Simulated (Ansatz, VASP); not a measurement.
# K2HfSe3: VASP beside Ansatz

INCAR

```
PREC     = Accurate       # precision mode
ENCUT    = 520            # plane-wave cutoff, eV
EDIFF    = 1E-6           # SCF threshold, eV
ISMEAR   = 0              # smearing method
SIGMA    = 0.1            # smearing width, eV
LREAL    = F              # projectors in reciprocal space
LASPH    = T              # aspherical terms in the spheres
NELM     = 60             # most SCF steps
ALGO     = Normal         # electronic algorithm
ISIF     = 2              # what is computed and relaxed
LWAVE    = F              # write WAVECAR
LCHARG   = T              # write CHGCAR
GGA      = PE             # functional
LELF     = T              # ELF
LVHAR    = T            
NBANDS   = 32             # bands
```

Contents of KPOINTS:

```
regular mesh
0
Gamma
  3 3 4
```

Contents of POSCAR:

```
K2HfSe3
1.0
    6.9591091300      0.0000000000      0.0000000000
   -3.4795545700      6.0267653000      0.0000000000
    0.0000000000      0.0000000000      4.0906366500
K Hf Se
2 1 3
Direct
    0.3333333300      0.6666666700      0.5000000000
    0.6666666700      0.3333333300      0.5000000000
    0.0000000000      0.0000000000      0.5000000000
    0.0000000000      0.5000000000      0.0000000000
    0.5000000000      0.0000000000      0.0000000000
    0.5000000000      0.5000000000      0.0000000000
```

Input for Ansatz:

```yaml
crystal:
  lattice:
    - [6.95910913, 0.0, 0.0]
    - [-3.47955457, 6.0267653, 0.0]
    - [0.0, 0.0, 4.09063665]
  atoms:
    - { symbol: K, position: [0.33333333, 0.66666667, 0.5] }
    - { symbol: K, position: [0.66666667, 0.33333333, 0.5] }
    - { symbol: Hf, position: [0.0, 0.0, 0.5] }
    - { symbol: Se, position: [0.0, 0.5, 0.0] }
    - { symbol: Se, position: [0.5, 0.0, 0.0] }
    - { symbol: Se, position: [0.5, 0.5, 0.0] }
basis:
  ecutwfc: 420
kpoints:
  mp_grid: { grid: [3, 3, 4] }
hamiltonian:
  xc: pbe
scf:
  occupations: { method: gaussian, width: 0.1 }
  lower_state_search: "off"
output:
  forces: true
  stress: true
  eigenvalues: true
```

Change from the starting cell: species swapped into the TmB2Rh3 type (P6/mmm, No. 191).

Alike in both runs: task single point; functional PBE; k mesh 3 × 3 × 4; occupations gaussian, width 0.1 eV; no spin polarisation.

```csv
,VASP,Ansatz
version,VASP 6.6.1,Ansatz 0.2.0
potentials or method,"VASP PAW PBE potentials, release 64 (K_sv, Hf_pv, Se)","scalar-relativistic, plane waves, PAW"
plane-wave cutoff (eV),520,420
valence electrons in the cell,46,92
```

```tsv
	VASP	Ansatz	Ansatz less VASP
gap on the k mesh at the Fermi level (eV)	none	none	-
pressure (GPa)	4.0	3.8	-0.18
largest component of the traceless stress (GPa)	6.50	6.38	-0.118
```

A gap of «none» marks a metal or a gap that the smearing closes. With one functional, cell and mesh, what is left measures potentials, basis and numerics. The two sets of potentials don't hold the same shells in valence.

Caveats: the k mesh is coarse (spacing up to 0.38 Å⁻¹), so the values aren't converged. The runs have no spin-orbit coupling, so splittings on Hf are missing.
